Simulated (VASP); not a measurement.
Consider the following.

```yaml
crystal:
  lattice:
    - [4.52989, 0.00000, 0.00000]
    - [0.00000, 4.52989, 0.00000]
    - [0.00000, 0.00000, 3.20044]
  atoms:
    - { symbol: Ir, position: [0.00000, 0.00000, 0.00000] }
    - { symbol: Ir, position: [0.50000, 0.50000, 0.50000] }
    - { symbol: O, position: [0.30868, 0.30868, 0.00000] }
    - { symbol: O, position: [0.80868, 0.19132, 0.50000] }
    - { symbol: O, position: [0.19132, 0.80868, 0.50000] }
    - { symbol: O, position: [0.69132, 0.69132, 0.00000] }
```

Computed with optB88-vdW, VASP's PBE PAW potentials (set 64) (plane waves; VASP). Run with 520 eV cut-off, 6×6×9 Γ-centred mesh, first-order Methfessel-Paxton smearing of 0.10 eV, potentials Ir O.

Unless said otherwise, spin-orbit coupling is left out, though it shifts the bands of the heavy elements here.

Problem. Predict the energy per atom (σ→0), band gap (on the k-mesh) with the smallest direct gap where there is one.

Solution. 
```
Item                                                         Value
------------------------  ----------------------------------------
band gap (on the k-mesh)  none (metal, semimetal or under 0.01 eV)
energy per atom (σ→0)                               -5.148 eV/atom
```

The compound is IrO2 in the rutile structure. It was relaxed first. The start is the result of an earlier pass.
